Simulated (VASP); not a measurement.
```xyz
3
Lattice="4.0898 0.0000 0.0000 -2.0449 3.5419 0.0000 0.0000 0.0000 3.5852" Properties=species:S:1:pos:R:3 pbc="T T T"
Mg     0.0000     0.0000     0.0000
Si     0.0000     2.3613     1.7926
Si     2.0449     1.1806     1.7926
```

Method: PBEsol GGA, VASP's PBE PAW potentials (set 64) (plane waves; VASP 6.6.1). Run with 480 eV cut-off, 8×8×8 Γ-centred mesh, first-order Methfessel-Paxton smearing of 0.10 eV, potentials Mg Si.

### Question
Estimate the energy per atom (σ→0), band gap (on the k-mesh) with the smallest direct gap where there is one.

### Answer

The band gap (on the k-mesh) is none (metal, semimetal or under 0.01 eV) and the energy per atom (σ→0) is -4.216 eV/atom.

The absolute energy has meaning only against runs of the same code, potentials and settings.

The structure was generated: MgSi2 was put into the AlB2 type (P6/mmm), which need not be its known phase. It was relaxed first under an external pressure of 1 GPa.
